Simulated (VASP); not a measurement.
Input:

```
CELL_PARAMETERS angstrom
      3.25000     0.00000     0.00000
      0.00000     3.25000     0.00000
      0.00000     0.00000     3.25000
ATOMIC_POSITIONS crystal
  In 0.50000 0.50000 0.50000
  Pd 0.00000 0.00000 0.00000
```

Computed with LDA (Ceperley-Alder, Perdew-Zunger), VASP's LDA PAW potentials (set 64) (plane waves; VASP). Run with 520 eV cut-off, 10×10×10 Γ-centred mesh, first-order Methfessel-Paxton smearing of 0.10 eV, potentials In_d Pd.

Energy and stress use the plane-wave basis of the starting cell.

### Question
The ions, cell shape and volume are relaxed. Predict the relaxed structure.

### Answer

```
CELL_PARAMETERS angstrom
      3.21959     0.00000     0.00000
      0.00000     3.21959     0.00000
      0.00000     0.00000     3.21959
ATOMIC_POSITIONS crystal
  In 0.50000 0.50000 0.50000
  Pd 0.00000 0.00000 0.00000
```
Space group Pm-3m (221), at a tolerance of 0.03 Å.

### Question
How do energy and volume change from the first to the last step?

### Answer
The energy (σ→0) changes by -6.0 meV/atom and the volume by -2.8 %, in 3 ionic steps.

The compound is PdIn in the CsCl type structure. This run relaxes it. Symmetry was kept, so distortions that lower it aren't found. The electron count is odd and the run is not spin-polarised, which forces a metal.
